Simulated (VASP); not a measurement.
Crystal: TiB2.

```
Ti B
1.0
     3.02920    0.00000    0.00000
    -1.51460    2.62336    0.00000
     0.00000    0.00000    3.22840
Ti B
1 2
Direct
  0.00000 0.00000 0.00000
  0.33333 0.66667 0.50000
  0.66667 0.33333 0.50000
```

- Program: VASP 6.6.1
- Task: relaxation of cell and atoms
- Functional: AM05
- Potentials or basis: VASP PAW PBE potentials, release 64 (Ti_sv, B)
- Cutoff: 600 eV
- k mesh: 15 × 15 × 11
- Occupations: methfessel-paxton, width 0.1 eV
- Spin: no spin polarisation

At the start: pressure -5.6 GPa; volume 8.55 Å³/atom.

**Question.** How do energy, volume and symmetry change on relaxing?

**Answer.** Over 4 steps the energy falls by 4.5 meV/atom and the volume is 8.35 Å³/atom (-2.3 %); space group P6/mmm (No. 191, to 0.05 Å).

The path:
| step | energy change (eV) | largest force (eV/Å) | pressure (GPa) | volume (Å³) |
| --- | --- | --- | --- | --- |
| 1 | 0.0000 | 0.0000 | -5.62 | 25.66 |
| 2 | -0.0044 | 0.0000 | 5.72 | 24.56 |
| 3 | -0.0122 | 0.0000 | 0.46 | 25.04 |
| 4 | -0.0134 | 0.0000 | 0.01 | 25.05 |

Final structure:
```yaml
crystal:
  lattice:
    - [3.01845, 0.00000, 0.00000]
    - [-1.50922, 2.61405, 0.00000]
    - [0.00000, 0.00000, 3.17530]
  atoms:
    - { symbol: Ti, position: [0.00000, 0.00000, 0.00000] }
    - { symbol: B, position: [0.33333, 0.66667, 0.50000] }
    - { symbol: B, position: [0.66667, 0.33333, 0.50000] }
```

Caveat: the PAW data sets were made with another functional, which shifts forces and pressure a little.
